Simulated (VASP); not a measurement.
Crystal: Mg6FeSn.

```xyz
8
Lattice="4.9244 0.0000 0.0000 0.0000 3.1718 5.3636 0.0000 -3.1718 5.3636" Properties=species:S:1:pos:R:3 pbc="T T T"
Sn    2.4622    0.0000    7.1730
Fe    0.0000    0.0000    9.0024
Mg    2.4622    0.0000    1.7851
Mg    2.4622    1.6592    4.3998
Mg    2.4622   -1.6592    4.3998
Mg    0.0000    0.0000    3.6139
Mg    0.0000    1.6227    6.2672
Mg    0.0000   -1.6227    6.2672
```

The cell comes from a database or a generator and needn't be the stable form of this composition.

| Item | Value |
| --- | --- |
| Program | VASP 6.6.1 |
| Task | single point |
| Functional | PBE |
| Potentials or basis | VASP PAW PBE potentials, release 64 (Sn_d, Fe, Mg) |
| Cutoff | 520 eV |
| k mesh | 6 × 5 × 5 |
| Occupations | fermi-dirac, width 0.05 eV |
| Spin | collinear spin, ferromagnetic start |
| Starting moments | [0.0, 3.0, 0.0, 0.0, 0.0, 0.0, 0.0, 0.0] μB |

On this cell: pressure -0.6 GPa; largest force 0.048 eV/Å; net moment 2.19 μB per cell; site moments Sn -0.04; Fe +2.59; Mg +0.00, -0.02, -0.01 μB; band gap on the k mesh none (metal or under the smearing width).

The same run follows on a disturbed copy (atoms moved at random, drawn with an rms of 0.05 Å):

```
CELL_PARAMETERS angstrom
4.92438 0.00000 0.00000
0.00000 3.17176 5.36355
0.00000 -3.17176 5.36355
ATOMIC_POSITIONS crystal
Sn 0.49085 0.67074 0.66525
Fe 0.98820 0.83272 0.84093
Mg 0.49718 0.16783 0.16822
Mg 0.49893 0.67112 0.14429
Mg 0.50224 0.14702 0.67002
Mg 0.99938 0.33389 0.34197
Mg 0.99259 0.84210 0.31911
Mg 0.99364 0.32543 0.83581
```

Task: What does the disturbed cell give?

Result: The energy (extrapolated to zero smearing) moves by +1.5 meV/atom; pressure -0.6 GPa; largest force 0.190 eV/Å; net moment 2.20 μB per cell; site moments Sn -0.04; Fe +2.58; Mg +0.00, -0.02, -0.01 μB; band gap on the k mesh none (metal or under the smearing width).

Forces on the atoms (eV/Å):
```
Sn   0.011 -0.044 -0.050
Fe   0.071  0.065  0.033
Mg  -0.037  0.048 -0.049
Mg  -0.065 -0.064  0.075
Mg  -0.097 -0.003  0.087
Mg   0.000  0.088 -0.168
Mg   0.059 -0.061 -0.017
Mg   0.059 -0.029  0.089
```

Stress tensor (GPa, compression positive):
```
-0.82  0.04  0.08
 0.04 -0.60 -0.04
 0.08 -0.04 -0.29
```
